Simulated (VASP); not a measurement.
Computed with r2SCAN meta-GGA, VASP's PBE PAW potentials (set 64) (plane waves; VASP 6.6.1).

Input for VASP

File POSCAR:
```
NiC
1
    2.5121883080    -0.0000000000    -0.0000000000
   -0.0000000000     2.5121883080     0.0000000000
    0.0000000000    -0.0000000000     2.5121883080
Ni C
1 1
Direct
  1.0000000000   1.0000000000   1.0000000000
  0.5000000000   0.5000000000   0.5000000000
```

INCAR:
```
# general
SYSTEM =NiC
PREC   =Accurate
ENCUT  =520
LREAL  =.FALSE.
LASPH  =.TRUE.

# electronic loop
EDIFF  =1E-6
NELM   =100
ALGO   =Normal
LMAXMIX=4
LMIXTAU=.TRUE.

# smearing
ISMEAR =1
SIGMA  =0.1

# functional
METAGGA=R2SCAN

# ions
IBRION =2
NSW    =60
ISIF   =3
EDIFFG =-0.01

# output
LWAVE  =.FALSE.
LCHARG =.FALSE.
```

### KPOINTS
```
Automatic mesh
0
Gamma
13 13 13
0 0 0
```

POTCAR, in this order: Ni C (PBE.64 set). Program: vasp_std.

Task: What will the output report for the number of irreducible k-points (NKPTS), number of bands (NBANDS), largest plane-wave count, number of space-group operations, FFT grid (NGX, NGY, NGZ)?

Result: 
The number of irreducible k-points (NKPTS) is 84 and the number of bands (NBANDS) is 11. The largest plane-wave count is 449. The number of space-group operations comes out as 48. The FFT grid (NGX, NGY, NGZ) is 20 × 20 × 20.

The structure was generated: NiC was put into the CsCl type type (Pm-3m), which need not be its known phase. This run relaxes it. Symmetry was kept, so distortions that lower it aren't found. The start is the result of an earlier pass. The run is not spin-polarised, so no magnetic state was tried.
